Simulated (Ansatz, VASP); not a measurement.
Two plane-wave programs on Mn3Cu

```
CELL_PARAMETERS angstrom
3.53484 0.00000 0.00000
0.00000 3.53484 0.00000
0.00000 0.00000 3.53484
ATOMIC_POSITIONS crystal
Mn 0.00000 0.50000 0.50000
Mn 0.50000 0.00000 0.50000
Mn 0.50000 0.50000 0.00000
Cu 0.00000 0.00000 0.00000
```

Alike in both runs: functional PBE; k mesh 6 × 6 × 6; occupations gaussian, width 0.1 eV; collinear spin.

Ansatz relaxed the structure, and its values are those at the end. VASP's run is a single point on that final structure, the one shown.

```csv
,VASP,Ansatz
version,VASP 6.6.1,Ansatz 0.2.0
potentials or method,"VASP PAW PBE potentials, release 64 (Mn_pv, Cu)","scalar-relativistic, plane waves, PAW"
plane-wave cutoff (eV),520,420
valence electrons in the cell,50,64
```

```tsv
	VASP	Ansatz	Ansatz less VASP
gap on the k mesh at the Fermi level (eV)	none	none	-
pressure (GPa)	0.5	0.1	-0.40
net moment per atom (μB)	0.49	0.47	-0.026
size of the moment on the site where the two differ most (μB)	0.66	0.62	-0.039
```

Site moments also hang on the region over which each program counts them. A gap of «none» marks a metal or a gap that the smearing closes. The two sets of potentials don't hold the same shells in valence. Ansatz warned: «seeded_moment_not_kept».
